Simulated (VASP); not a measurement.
Method: r2SCAN meta-GGA, VASP's PBE PAW potentials (set 64) (plane waves; VASP 6.6.1).

The input files of a VASP run:

**KPOINTS**
```
Regular mesh
0
gamma
4 4 4
0 0 0
```

**INCAR**
```
SYSTEM = ZrO2
PREC = Accurate
ENCUT = 520
EDIFF = 1E-6
NELM = 100
ALGO = Normal
LREAL = .FALSE.
LASPH = .TRUE.
ISMEAR = 0
SIGMA = 0.05
METAGGA = R2SCAN
LMIXTAU = .TRUE.
LMAXMIX = 4
LWAVE = .FALSE.
LCHARG = .FALSE.
IBRION = 2
ISIF = 3
NSW = 60
EDIFFG = -0.02
```

### POSCAR
```
ZrO2
1.0
  5.2611417165   0.0000000000   0.0000000000
  0.0000000000   5.0578293665   0.0000000000
  0.0000000000   0.0000000000   5.0739887168
Zr O
4 8
direct
  0.0307633321   0.7331418210   0.7483716316
  0.9692366679   0.2668581790   0.2483716316
  0.4692366679   0.7331418210   0.2483716316
  0.5307633321   0.2668581790   0.7483716316
  0.2305259145   0.4632893308   0.5013988508
  0.7694740855   0.5367106692   0.0013988508
  0.2694740855   0.4632893308   0.0013988508
  0.7305259145   0.5367106692   0.5013988508
  0.3651700618   0.9318120929   0.6062395177
  0.6348299382   0.0681879071   0.1062395177
  0.1348299382   0.9318120929   0.1062395177
  0.8651700618   0.0681879071   0.6062395177
```

POTCAR, in this order: Zr_sv O (PBE.64 set). Program: vasp_std.

What will the output report for the number of irreducible k-points (NKPTS), number of bands (NBANDS), largest plane-wave count, number of space-group operations, FFT grid (NGX, NGY, NGZ)?

```yaml
number of irreducible k-points (NKPTS): 27
number of bands (NBANDS): 57
largest_plane_wave_count: 3671
number_of_space_group_operations: 4
FFT grid (NGX, NGY, NGZ): 40 × 40 × 40
```

The structure comes from a computed database's ZrO2 entry (Pca2_1); how it stands against other phases isn't given here. This run relaxes it. Symmetry was kept, so distortions that lower it aren't found. The start is the result of an earlier pass.
